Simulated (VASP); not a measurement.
Wanted: the native input for a VASP 6.6.1 run.

* Task: relaxation of cell and atoms
* Functional: PBE
* Potentials or basis: VASP PAW PBE potentials, release 64 (Zr_sv, C)
* Cutoff: 600 eV
* k mesh: 8 × 8 × 8
* Occupations: fermi-dirac, width 0.02 eV
* Spin: no spin polarisation
* Dipole correction: no
* Further INCAR settings: ALGO = Fast; EDIFF = 1e-07; IBRION = 2; EDIFFG = -0.005; NSW = 80; ISIF = 3

The structure of ZrC lies in POSCAR:

```
ZrC
1.0
    0.0000000000      2.3650000000      2.3650000000
    2.3650000000      0.0000000000      2.3650000000
    2.3650000000      2.3650000000      0.0000000000
Zr C
1 1
Direct
    0.5000000000      0.5000000000      0.5000000000
    0.0000000000      0.0000000000      0.0000000000
```

The input as run:

INCAR

```
PREC     = Accurate       # precision mode
ENCUT    = 600            # plane-wave cutoff, eV
EDIFF    = 1E-7           # SCF threshold, eV
ISMEAR   = -1             # smearing method
SIGMA    = 0.02           # smearing width, eV
LREAL    = F              # projectors in reciprocal space
LASPH    = T              # aspherical terms in the spheres
NELM     = 60             # most SCF steps
ALGO     = Fast           # electronic algorithm
ISIF     = 3              # what is computed and relaxed
LWAVE    = F              # write WAVECAR
LCHARG   = F              # write CHGCAR
GGA      = PE             # functional
IBRION   = 2              # ionic algorithm
NSW      = 80             # ionic steps
EDIFFG   = -0.005         # ionic threshold
```

KPOINTS

```
Automatic mesh
0
Gamma
  8 8 8
```

Potentials or basis: VASP PAW PBE potentials, release 64 (Zr_sv, C).

Launch:

```sh
$ cat potpaw_PBE.64/Zr_sv/POTCAR potpaw_PBE.64/C/POTCAR > POTCAR
$ mpirun -np 1 vasp_std > vasp.out
```

Results of the run:

| Quantity | Value |
| --- | --- |
| Relaxed volume | 13.06 Å³/atom |
| Relaxed cell | a = 3.330 Å, b = 3.330 Å, c = 3.330 Å, α = 60.00°, β = 60.00°, γ = 60.00° |
| Space group after relaxing (to 0.05 Å) | Fm-3m (No. 225) |
| Energy gained by relaxing | 1.5 meV/atom |
| Ionic steps | 3 |
| Pressure after relaxing | 0.0 GPa |
| Band gap on the k mesh | none (metal or under the smearing width) |

Wall time 48 s on 1 thread of Intel(R) Xeon(R) Platinum 8488C (Sapphire Rapids) (shared host), peak memory 0.16 GiB.
